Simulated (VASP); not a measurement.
Method: PBE GGA, VASP's PBE PAW potentials (set 64) (plane waves; VASP 6.6.1).

VASP ran on this input.

INCAR:
```
PREC  =  Accurate
EDIFF  =  1E-6   ! SCF stop (eV)
ISMEAR  =  1   ! Methfessel-Paxton
GGA  =  PE   ! PBE
LCHARG  =  .FALSE.
ISIF  =  2
SYSTEM  =  Lu
ALGO  =  Normal
LASPH  =  .TRUE.   ! aspherical one-centre terms
SIGMA  =  0.1   ! width (eV)
LREAL  =  .FALSE.
LMAXMIX  =  6
ENCUT  =  450
NELM  =  100   ! most electronic steps
LWAVE  =  .FALSE.
```

**KPOINTS**
```
Automatic mesh
0
G
 11 11 6
0 0 0
```

File POSCAR:
```
Lu
5.6610
  0.3153153153  -0.5461422010   0.0000000000
  0.3153153153   0.5461422010   0.0000000000
  0.0000000000   0.0000000000   1.0000000000
Lu
2
Cart
  0.3153153153   0.1820477644   0.2500000000
  0.3153153153  -0.1820477644   0.7500000000
```

POTCAR, in this order: Lu_3 (PBE.64 set). Program: vasp_std.

Output

**OSZICAR**
```
       N       E                     dE             d eps       ncg     rms          rms(c)
DAV:   1     0.387291930113E+02    0.38729E+02   -0.83321E+03  3014   0.137E+03
DAV:   2    -0.669362375603E+01   -0.45423E+02   -0.44209E+02  2839   0.669E+02
DAV:   3    -0.881222943976E+01   -0.21186E+01   -0.19994E+01  2970   0.595E+01
DAV:   4    -0.889313731339E+01   -0.80908E-01   -0.80337E-01  3089   0.102E+01
DAV:   5    -0.889671074968E+01   -0.35734E-02   -0.35646E-02  2766   0.186E+00    0.241E+01
DAV:   6    -0.887341358192E+01    0.23297E-01   -0.42418E-02  2794   0.444E+00    0.143E+01
DAV:   7    -0.887505929716E+01   -0.16457E-02   -0.78233E-02  2691   0.586E+00    0.370E-01
DAV:   8    -0.887492947961E+01    0.12982E-03   -0.56480E-03  2766   0.118E+00    0.926E-02
DAV:   9    -0.887494497262E+01   -0.15493E-04   -0.23535E-04  2920   0.238E-01    0.320E-02
DAV:  10    -0.887493993921E+01    0.50334E-05   -0.24764E-05  2835   0.805E-02    0.365E-02
DAV:  11    -0.887494047234E+01   -0.53313E-06   -0.89078E-07  1657   0.194E-02
   1 F= -.88749405E+01 E0= -.88754542E+01  d E =0.154130E-02
```

File OUTCAR:
```
------------------------ aborting loop because EDIFF is reached ----------------------------------------
  FORCE on cell =-STRESS in cart. coord.  units (eV):
  Direction    XX          YY          ZZ          XY          YZ          ZX
  --------------------------------------------------------------------------------------
  Total       -0.8852428     -0.8852429     -1.2999416      0.0000000     -0.0000000     -0.0000000
  in kB      -22.6993127    -22.6993172    -33.3329809      0.0000000     -0.0000000     -0.0000000
  external PRESSURE =     -26.2438703 kB  Pullay stress =       0.0000000 kB
  volume of cell :       62.48
      direct lattice vectors                 reciprocal lattice vectors
     1.785000000 -3.091711000  0.000000000     0.280112045 -0.161722748  0.000000000
     1.785000000  3.091711000  0.000000000     0.280112045  0.161722748  0.000000000
     0.000000000  0.000000000  5.661000000     0.000000000  0.000000000  0.176647235
 POSITION                                       TOTAL-FORCE (eV/Angst)
 -----------------------------------------------------------------------------------
      1.78500      1.03057      1.41525         0.000000     -0.000000      0.000000
      1.78500     -1.03057      4.24575         0.000000      0.000000      0.000000
 -----------------------------------------------------------------------------------
    total drift:                                0.000000      0.000074     -0.000012
  FREE ENERGIE OF THE ION-ELECTRON SYSTEM (eV)
  ---------------------------------------------------
  free  energy   TOTEN  =        -8.8749404723 eV

  energy  without entropy=       -8.8764817764  energy(sigma->0) =       -8.87545424
```
(Selected blocks of OUTCAR.)

The compound is Lu in the hcp structure. The cell was not relaxed at this level. The run is one of a series of settings (ENCUT = 450 against the base run), some of them coarse on purpose.
